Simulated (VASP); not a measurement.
Data:

```
CELL_PARAMETERS angstrom
      0.00000     3.03949     3.03949
      3.03949     0.00000     3.03949
      3.03949     3.03949     0.00000
ATOMIC_POSITIONS crystal
  Mo 0.00000 0.00000 0.00000
  Si 0.25000 0.25000 0.25000
  Si 0.75000 0.75000 0.75000
```

All values below come from PBE GGA, VASP's PBE PAW potentials (set 64) (plane waves; VASP). Numerical set-up: 400 eV cut-off, 7×7×7 Γ-centred mesh, first-order Methfessel-Paxton smearing of 0.10 eV, potentials Mo_sv Si.

Energy and stress use the plane-wave basis of the starting cell.

Question: The ions, cell shape and volume are relaxed. Predict the relaxed structure.

Answer: 
```
CELL_PARAMETERS angstrom
      0.00000     2.92322     2.92322
      2.92322     0.00000     2.92322
      2.92322     2.92322     0.00000
ATOMIC_POSITIONS crystal
  Mo 0.00000 0.00000 0.00000
  Si 0.25000 0.25000 0.25000
  Si 0.75000 0.75000 0.75000
```
Space group Fm-3m (225), at a tolerance of 0.03 Å.

Question: How do energy and volume change from the first to the last step?

Answer: The energy (σ→0) changes by -84.6 meV/atom and the volume by -11.0 %, in 4 ionic steps.

```json
[
 {"step": "1", "E(σ→0) (eV)": "-20.5340", "max force (eV/Å)": "0.000", "pressure (GPa)": "-12.14", "volume (Å³)": "56.16"},
 {"step": "2", "E(σ→0) (eV)": "-20.5759", "max force (eV/Å)": "0.000", "pressure (GPa)": "16.25", "volume (Å³)": "45.40"},
 {"step": "3", "E(σ→0) (eV)": "-20.7877", "max force (eV/Å)": "0.000", "pressure (GPa)": "-0.51", "volume (Å³)": "50.12"},
 {"step": "4", "E(σ→0) (eV)": "-20.7880", "max force (eV/Å)": "0.000", "pressure (GPa)": "-0.05", "volume (Å³)": "49.96"}
]
```

The structure was generated: Si2Mo was put into the fluorite type (Fm-3m), which need not be its known phase. This run relaxes it. Symmetry was kept, so distortions that lower it aren't found.
